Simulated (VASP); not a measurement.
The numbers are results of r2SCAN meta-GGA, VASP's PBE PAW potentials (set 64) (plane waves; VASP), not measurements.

VASP ran on this input.

**POSCAR**
```
TiSi
1.0
  3.5230000000   0.0000000000   0.0000000000
  0.0000000000   3.5230000000   0.0000000000
  0.0000000000   0.0000000000   3.5230000000
Ti Si
1 1
Direct
  0.0000000000   0.0000000000   0.0000000000
  0.5000000000   0.5000000000   0.5000000000
```

KPOINTS:
```
Automatic mesh
0
Gamma
9 9 9
0 0 0
```

INCAR:
```
! general
SYSTEM  = TiSi
PREC    = Accurate
ENCUT   = 400
LREAL   = .FALSE.
LASPH   = .TRUE.

! electronic loop
EDIFF   = 1E-6   ! SCF stop (eV)
NELM    = 100   ! most electronic steps
ALGO    = Normal   ! blocked Davidson
LMAXMIX = 4   ! l cut-off of mixed one-centre charges
LMIXTAU = .TRUE.

! smearing
ISMEAR  = 1   ! Methfessel-Paxton
SIGMA   = 0.1   ! width (eV)

! functional
METAGGA = R2SCAN

! ions
IBRION  = 2   ! conjugate gradients
NSW     = 60   ! most ionic steps
ISIF    = 3
EDIFFG  = -0.01   ! ionic stop

! output
LWAVE   = .FALSE.
LCHARG  = .FALSE.
```

POTCAR, in this order: Ti_sv Si (PBE.64 set). Program: vasp_std.

The resulting files:

OSZICAR:
```
...
DAV:   8    -0.207114603876E+02    0.22378E+00   -0.88609E-01  1064   0.635E+00    0.890E-01
DAV:   9    -0.206480816672E+02    0.63379E-01   -0.45300E-01  1016   0.634E+00    0.167E+00
DAV:  10    -0.207906643038E+02   -0.14258E+00   -0.86072E-02   900   0.309E+00    0.115E+00
DAV:  11    -0.207564052060E+02    0.34259E-01   -0.73675E-02  1100   0.206E+00    0.249E-01
DAV:  12    -0.207812981057E+02   -0.24893E-01   -0.75468E-02   880   0.250E+00    0.121E-01
DAV:  13    -0.207955009572E+02   -0.14203E-01   -0.11263E-02   888   0.117E+00    0.170E-01
DAV:  14    -0.207977846413E+02   -0.22837E-02   -0.32540E-03   972   0.619E-01    0.644E-02
DAV:  15    -0.207979269296E+02   -0.14229E-03   -0.17043E-04  1100   0.143E-01    0.582E-02
DAV:  16    -0.207979766136E+02   -0.49684E-04   -0.88943E-05   968   0.114E-01    0.292E-02
DAV:  17    -0.207979750393E+02    0.15743E-05   -0.10835E-05  1068   0.352E-02    0.203E-02
DAV:  18    -0.207979880382E+02   -0.12999E-04   -0.70826E-05  1000   0.985E-02    0.880E-03
DAV:  19    -0.207979933653E+02   -0.53271E-05   -0.84491E-06  1088   0.336E-02    0.495E-03
DAV:  20    -0.207979948140E+02   -0.14487E-05   -0.22421E-06   748   0.189E-02    0.154E-03
DAV:  21    -0.207979947747E+02    0.39276E-07   -0.45617E-07   440   0.797E-03
   1 F= -.20797995E+02 E0= -.20798549E+02  d E =-.207980E+02
       N       E                     dE             d eps       ncg     rms          rms(c)
DAV:   1    -0.593513557637E+02   -0.38553E+02   -0.92623E+02   852   0.394E+02    0.484E+01
DAV:   2    -0.239081279446E+02    0.35443E+02   -0.84457E+01   876   0.188E+02    0.167E+01
DAV:   3    -0.216468531387E+02    0.22613E+01   -0.20842E+01  1248   0.465E+01    0.550E+00
DAV:   4    -0.219773960812E+02   -0.33054E+00   -0.69666E+00  1024   0.239E+01    0.461E+00
DAV:   5    -0.217623281682E+02    0.21507E+00   -0.22901E+00   992   0.161E+01    0.150E+00
DAV:   6    -0.219080333954E+02   -0.14571E+00   -0.51425E-01  1076   0.733E+00    0.173E+00
DAV:   7    -0.220133773189E+02   -0.10534E+00   -0.41305E-01  1252   0.372E+00    0.123E+00
DAV:   8    -0.220185395218E+02   -0.51622E-02   -0.24470E-02  1072   0.200E+00    0.807E-01
DAV:   9    -0.220261458730E+02   -0.76064E-02   -0.36169E-02  1016   0.230E+00    0.178E-01
DAV:  10    -0.220259658092E+02    0.18006E-03   -0.30996E-03  1024   0.600E-01    0.117E-01
DAV:  11    -0.220262146158E+02   -0.24881E-03   -0.63226E-04  1000   0.326E-01    0.333E-02
DAV:  12    -0.220262638603E+02   -0.49244E-04   -0.18680E-04  1112   0.181E-01    0.472E-02
DAV:  13    -0.220262156660E+02    0.48194E-04   -0.14145E-04  1032   0.157E-01    0.215E-02
DAV:  14    -0.220262416495E+02   -0.25983E-04   -0.22302E-05   880   0.644E-02    0.369E-03
DAV:  15    -0.220262416141E+02    0.35415E-07   -0.10888E-06   596   0.146E-02
   2 F= -.22026242E+02 E0= -.22026374E+02  d E =-.122825E+01
       N       E                     dE             d eps       ncg     rms          rms(c)
DAV:   1    -0.244639797463E+02   -0.24377E+01   -0.48966E+01   936   0.116E+02    0.141E+01
DAV:   2    -0.226223777464E+02    0.18416E+01   -0.19967E+01  1048   0.582E+01    0.385E+00
DAV:   3    -0.221284595408E+02    0.49392E+00   -0.17660E+00   992   0.152E+01    0.111E+00
DAV:   4    -0.221329134930E+02   -0.44540E-02   -0.25152E-01  1104   0.416E+00    0.380E-01
DAV:   5    -0.221713744607E+02   -0.38461E-01   -0.17730E-01  1252   0.275E+00    0.815E-01
DAV:   6    -0.221711309003E+02    0.24356E-03   -0.57558E-03   968   0.713E-01    0.795E-01
DAV:   7    -0.221878665980E+02   -0.16736E-01   -0.38820E-02  1140   0.210E+00    0.204E-01
DAV:   8    -0.221796937893E+02    0.81728E-02   -0.10731E-02   932   0.135E+00    0.117E-01
DAV:   9    -0.221801900864E+02   -0.49630E-03   -0.93553E-04  1040   0.333E-01    0.964E-02
DAV:  10    -0.221797969146E+02    0.39317E-03   -0.25018E-04  1020   0.234E-01    0.757E-02
DAV:  11    -0.221797242743E+02    0.72640E-04   -0.97225E-04   944   0.429E-01    0.160E-02
DAV:  12    -0.221797196046E+02    0.46697E-05   -0.75049E-05   944   0.113E-01    0.133E-02
DAV:  13    -0.221797239995E+02   -0.43948E-05   -0.14798E-05  1020   0.453E-02    0.815E-03
DAV:  14    -0.221797258132E+02   -0.18138E-05   -0.99258E-07   476   0.139E-02    0.449E-03
DAV:  15    -0.221797255358E+02    0.27745E-06   -0.82595E-07   480   0.143E-02
   3 F= -.22179726E+02 E0= -.22180522E+02  d E =-.138173E+01
       N       E                     dE             d eps       ncg     rms          rms(c)
DAV:   1    -0.221914304353E+02   -0.11705E-01   -0.27482E-01   928   0.823E+00    0.996E-01
DAV:   2    -0.221798783911E+02    0.11552E-01   -0.71318E-02   988   0.375E+00    0.239E-01
DAV:   3    -0.221787302018E+02    0.11482E-02   -0.55249E-03   976   0.818E-01    0.898E-02
DAV:   4    -0.221787177517E+02    0.12450E-04   -0.14847E-03  1020   0.366E-01    0.416E-02
DAV:   5    -0.221789157092E+02   -0.19796E-03   -0.91087E-04  1204   0.242E-01    0.482E-02
DAV:   6    -0.221789420208E+02   -0.26312E-04   -0.45351E-05  1060   0.752E-02    0.311E-02
DAV:   7    -0.221789968808E+02   -0.54860E-04   -0.77898E-05  1008   0.101E-01    0.124E-02
DAV:   8    -0.221789949409E+02    0.19399E-05   -0.71629E-06   944   0.352E-02    0.114E-02
DAV:   9    -0.221789956416E+02   -0.70072E-06   -0.16281E-06   488   0.193E-02
   4 F= -.22178996E+02 E0= -.22179734E+02  d E =-.138100E+01
       N       E                     dE             d eps       ncg     rms          rms(c)
DAV:   1    -0.222087268641E+02   -0.29732E-01   -0.64110E-01   932   0.127E+01    0.154E+00
DAV:   2    -0.221821171510E+02    0.26610E-01   -0.18207E-01   988   0.589E+00    0.373E-01
DAV:   3    -0.221789426028E+02    0.31745E-02   -0.14205E-02   976   0.134E+00    0.137E-01
DAV:   4    -0.221788679062E+02    0.74697E-04   -0.36143E-03  1032   0.539E-01    0.576E-02
DAV:   5    -0.221792981456E+02   -0.43024E-03   -0.20485E-03  1180   0.360E-01    0.771E-02
DAV:   6    -0.221793452006E+02   -0.47055E-04   -0.13532E-04  1068   0.127E-01    0.557E-02
DAV:   7    -0.221794609649E+02   -0.11576E-03   -0.23202E-04  1104   0.173E-01    0.176E-02
DAV:   8    -0.221794478577E+02    0.13107E-04   -0.20114E-05   968   0.613E-02    0.169E-02
DAV:   9    -0.221794448381E+02    0.30195E-05   -0.92451E-06   968   0.369E-02    0.543E-03
DAV:  10    -0.221794450328E+02   -0.19466E-06   -0.36461E-06   864   0.295E-02
   5 F= -.22179445E+02 E0= -.22180268E+02  d E =-.449391E-03
       N       E                     dE             d eps       ncg     rms          rms(c)
DAV:   1    -0.221836951084E+02   -0.42503E-02   -0.87050E-02   932   0.463E+00    0.561E-01
DAV:   2    -0.221800262016E+02    0.36689E-02   -0.23120E-02   988   0.213E+00    0.135E-01
DAV:   3    -0.221796399430E+02    0.38626E-03   -0.17972E-03   980   0.468E-01    0.508E-02
DAV:   4    -0.221796360138E+02    0.39292E-05   -0.47536E-04  1012   0.205E-01    0.230E-02
DAV:   5    -0.221796998149E+02   -0.63801E-04   -0.28524E-04  1216   0.135E-01    0.274E-02
DAV:   6    -0.221797099700E+02   -0.10155E-04   -0.13283E-05  1036   0.412E-02    0.180E-02
DAV:   7    -0.221797280163E+02   -0.18046E-04   -0.26401E-05  1008   0.586E-02    0.693E-03
DAV:   8    -0.221797277723E+02    0.24401E-06   -0.23487E-06   756   0.198E-02
   6 F= -.22179728E+02 E0= -.22180522E+02  d E =-.732131E-03
       N       E                     dE             d eps       ncg     rms          rms(c)
DAV:   1    -0.221798913390E+02   -0.16332E-03   -0.36141E-03   936   0.946E-01    0.115E-01
DAV:   2    -0.221797331011E+02    0.15824E-03   -0.10032E-03  1000   0.445E-01    0.281E-02
DAV:   3    -0.221797155429E+02    0.17558E-04   -0.78778E-05   996   0.982E-02    0.101E-02
DAV:   4    -0.221797161475E+02   -0.60462E-06   -0.19877E-05  1008   0.428E-02    0.472E-03
DAV:   5    -0.221797199320E+02   -0.37845E-05   -0.13041E-05  1256   0.283E-02    0.594E-03
DAV:   6    -0.221797209078E+02   -0.97577E-06   -0.63209E-07   508   0.919E-03
   7 F= -.22179721E+02 E0= -.22180508E+02  d E =-.725266E-03
```

OUTCAR:
```
------------------------ aborting loop because EDIFF is reached ----------------------------------------
  FORCE on cell =-STRESS in cart. coord.  units (eV):
  Direction    XX          YY          ZZ          XY          YZ          ZX
  --------------------------------------------------------------------------------------
  Total        0.0162112      0.0162112      0.0162112      0.0000000      0.0000000     -0.0000000
  in kB        0.8706285      0.8706285      0.8706285      0.0000000      0.0000000     -0.0000000
  external PRESSURE =       0.8706285 kB  Pullay stress =       0.0000000 kB
  volume of cell :       29.83
      direct lattice vectors                 reciprocal lattice vectors
     3.101448112 -0.000000000  0.000000000     0.322430027  0.000000000  0.000000000
    -0.000000000  3.101448112  0.000000000     0.000000000  0.322430027  0.000000000
    -0.000000000 -0.000000000  3.101448112    -0.000000000 -0.000000000  0.322430027
 POSITION                                       TOTAL-FORCE (eV/Angst)
 -----------------------------------------------------------------------------------
      0.00000      0.00000      0.00000         0.000000     -0.000000     -0.000000
      1.55072      1.55072      1.55072        -0.000000      0.000000      0.000000
 -----------------------------------------------------------------------------------
    total drift:                               -0.000000      0.000000      0.000000
  FREE ENERGIE OF THE ION-ELECTRON SYSTEM (eV)
  ---------------------------------------------------
  free  energy   TOTEN  =       -22.1797209078 eV

  energy  without entropy=      -22.1820812821  energy(sigma->0) =      -22.18050770

 reached required accuracy - stopping structural energy minimisation
```
(Selected blocks of OUTCAR.)

File CONTCAR:
```
TiSi
   1.00000000000000
     3.1014481122840545   -0.0000000000000000    0.0000000000000000
    -0.0000000000000000    3.1014481122840545    0.0000000000000000
    -0.0000000000000000   -0.0000000000000000    3.1014481122840545
  Ti              Si
     1     1
Direct
     0.0000000000000000    0.0000000000000000    0.0000000000000000
     0.5000000000000000    0.5000000000000000    0.5000000000000000
```

Energy and stress use the plane-wave basis of the starting cell.

The structure was generated: TiSi was put into the CsCl type type (Pm-3m), which need not be its known phase. This run relaxes it. Symmetry was kept, so distortions that lower it aren't found.
